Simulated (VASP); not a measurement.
Calculation: r2SCAN meta-GGA with spin-orbit coupling, VASP's PBE PAW potentials (set 64) (plane waves; VASP).

A VASP calculation is set up with these files.

File POSCAR:
```
Ba
1
   -2.5399915380     2.5399915380     2.5399915380
    2.5399915380    -2.5399915380     2.5399915380
    2.5399915380     2.5399915380    -2.5399915380
Ba
1
Direct
  0.0000000000   0.0000000000   0.0000000000
```

**INCAR**
```
! general
SYSTEM      =  Ba
PREC        =  Accurate
ENCUT       =  400
LREAL       =  F
LASPH       =  T

! electronic loop
EDIFF       =  1E-6
NELM        =  100
ALGO        =  Normal
LMAXMIX     =  4
LMIXTAU     =  T

! smearing
ISMEAR      =  0
SIGMA       =  0.05

! functional
METAGGA     =  R2SCAN
GGA_COMPAT  =  F

! spin
MAGMOM      =  0 0 0
LSORBIT     =  T

! output
LWAVE       =  F
LCHARG      =  F
```

KPOINTS_OPT:
```
k-points along high-symmetry lines
8
Line-mode
Reciprocal
  0.000000   0.000000   0.000000 ! GAMMA
  0.500000  -0.500000   0.500000 ! H

  0.500000  -0.500000   0.500000 ! H
  0.000000  -0.000000   0.500000 ! N

  0.000000  -0.000000   0.500000 ! N
  0.000000   0.000000   0.000000 ! GAMMA

  0.000000   0.000000   0.000000 ! GAMMA
  0.250000   0.250000   0.250000 ! P

  0.250000   0.250000   0.250000 ! P
  0.500000  -0.500000   0.500000 ! H

  0.250000   0.250000   0.250000 ! P
  0.000000  -0.000000   0.500000 ! N
```

**KPOINTS**
```
kpoints
0
gamma
  9 9 9
```

POTCAR, in this order: Ba_sv (PBE.64 set). Program: vasp_ncl.

Output of the run:

### OSZICAR
```
       N       E                     dE             d eps       ncg     rms          rms(c)
DAV:   1     0.344682673751E+02    0.34468E+02   -0.36603E+03  1260   0.765E+02
DAV:   2    -0.249240665321E+02   -0.59392E+02   -0.58020E+02  1752   0.173E+02
DAV:   3    -0.292871674002E+02   -0.43631E+01   -0.43475E+01  1780   0.474E+01
DAV:   4    -0.294332597201E+02   -0.14609E+00   -0.14584E+00  1950   0.695E+00
DAV:   5    -0.294356764789E+02   -0.24168E-02   -0.24165E-02  1710   0.710E-01    0.149E+00
DAV:   6    -0.260019125927E+02    0.34338E+01   -0.94044E-01  2002   0.749E+00    0.123E+00
DAV:   7    -0.260042464469E+02   -0.23339E-02   -0.72524E-02  1558   0.126E+00    0.134E+00
DAV:   8    -0.266176525463E+02   -0.61341E+00   -0.80554E-01  1410   0.737E+00    0.120E+00
DAV:   9    -0.264217756022E+02    0.19588E+00   -0.16611E-01  1394   0.322E+00    0.105E+00
DAV:  10    -0.265923355394E+02   -0.17056E+00   -0.13970E-01  1276   0.237E+00    0.811E-01
DAV:  11    -0.266281815012E+02   -0.35846E-01   -0.89687E-02  1328   0.337E+00    0.774E-01
DAV:  12    -0.266212321134E+02    0.69494E-02   -0.23263E-02  1330   0.202E+00    0.698E-01
DAV:  13    -0.266480353979E+02   -0.26803E-01   -0.12252E-02  1338   0.149E+00    0.593E-01
DAV:  14    -0.266198297434E+02    0.28206E-01   -0.23476E-02  1294   0.174E+00    0.457E-01
DAV:  15    -0.266199423250E+02   -0.11258E-03   -0.14853E-03  1678   0.349E-01    0.310E-01
DAV:  16    -0.266205333800E+02   -0.59105E-03   -0.14538E-04  1546   0.145E-01    0.356E-01
DAV:  17    -0.266207590997E+02   -0.22572E-03   -0.23239E-04  1364   0.137E-01    0.289E-01
DAV:  18    -0.266211753815E+02   -0.41628E-03   -0.13181E-03  1298   0.369E-01    0.197E-01
DAV:  19    -0.266214553394E+02   -0.27996E-03   -0.43150E-04  1674   0.175E-01    0.120E-01
DAV:  20    -0.266216522074E+02   -0.19687E-03   -0.82559E-04  1296   0.284E-01    0.616E-02
DAV:  21    -0.266215724654E+02    0.79742E-04   -0.11570E-04  1532   0.820E-02    0.314E-02
DAV:  22    -0.266215974426E+02   -0.24977E-04   -0.78538E-05  1374   0.811E-02    0.118E-02
DAV:  23    -0.266215790498E+02    0.18393E-04   -0.12159E-05  1488   0.266E-02    0.366E-03
DAV:  24    -0.266215813820E+02   -0.23323E-05   -0.34502E-06  1422   0.166E-02    0.228E-03
DAV:  25    -0.266215785295E+02    0.28525E-05   -0.11368E-06  1014   0.111E-02    0.127E-03
DAV:  26    -0.266215780452E+02    0.48427E-06   -0.75198E-07  1046   0.111E-02
   1 F= -.26621578E+02 E0= -.26620469E+02  d E =-.221725E-02  mag=     0.0000    -0.0000     0.0000
       N       E                     dE             ncg
       N       E                     dE             ncg
```

**OUTCAR**
```
------------------------ aborting loop because EDIFF is reached ----------------------------------------
  FORCE on cell =-STRESS in cart. coord.  units (eV):
  Direction    XX          YY          ZZ          XY          YZ          ZX
  --------------------------------------------------------------------------------------
  Total       -0.0084755     -0.0084755     -0.0084755      0.0000000      0.0000000     -0.0000000
  in kB       -0.2071662     -0.2071662     -0.2071662      0.0000000      0.0000000     -0.0000000
  external PRESSURE =      -0.2071662 kB  Pullay stress =       0.0000000 kB
  volume of cell :       65.55
      direct lattice vectors                 reciprocal lattice vectors
    -2.539991538  2.539991538  2.539991538     0.000000000  0.196851050  0.196851050
     2.539991538 -2.539991538  2.539991538     0.196851050  0.000000000  0.196851050
     2.539991538  2.539991538 -2.539991538     0.196851050  0.196851050  0.000000000
 POSITION                                       TOTAL-FORCE (eV/Angst)
 -----------------------------------------------------------------------------------
      0.00000      0.00000      0.00000         0.000000     -0.000000      0.000000
 -----------------------------------------------------------------------------------
    total drift:                                0.000000     -0.000000      0.000000
  FREE ENERGIE OF THE ION-ELECTRON SYSTEM (eV)
  ---------------------------------------------------
  free  energy   TOTEN  =       -26.6215780452 eV

  energy  without entropy=      -26.6193607951  energy(sigma->0) =      -26.62046942

 Ion:    1  E_soc:     -0.3750018
```
(Selected blocks of OUTCAR.)

The compound is Ba in the bcc structure. It was relaxed first.
